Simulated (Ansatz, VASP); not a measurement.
Two plane-wave programs on ScBS3

```
Sc B S
1.0
     4.23936    0.00000    0.00000
     0.00000    4.23936    0.00000
     0.00000    0.00000    4.23936
Sc B S
1 1 3
Direct
  0.50000 0.50000 0.50000
  0.00000 0.00000 0.00000
  0.50000 0.00000 0.00000
  0.00000 0.50000 0.00000
  0.00000 0.00000 0.50000
```

Alike in both runs: functional PBE; k mesh 10 × 10 × 10; occupations gaussian, width 0.1 eV; no spin polarisation.

Ansatz relaxed the structure, and its values are those at the end. VASP's run is a single point on that final structure, the one shown.

|  | VASP | Ansatz |
| --- | --- | --- |
| version | VASP 6.6.1 | Ansatz 0.2.0 |
| potentials or method | VASP PAW PBE potentials, release 64 (Sc_sv, B, S) | scalar-relativistic, plane waves, PAW |
| plane-wave cutoff (eV) | 520 | 420 |
| valence electrons in the cell | 32 | 32 |

|  | VASP | Ansatz | Ansatz less VASP |
| --- | --- | --- | --- |
| gap on the k mesh at the Fermi level (eV) | none | none | - |
| pressure (GPa) | 0.0 | 0.0 | +0.07 |

A gap of «none» marks a metal or a gap that the smearing closes. With one functional, cell and mesh, what is left measures potentials, basis and numerics.
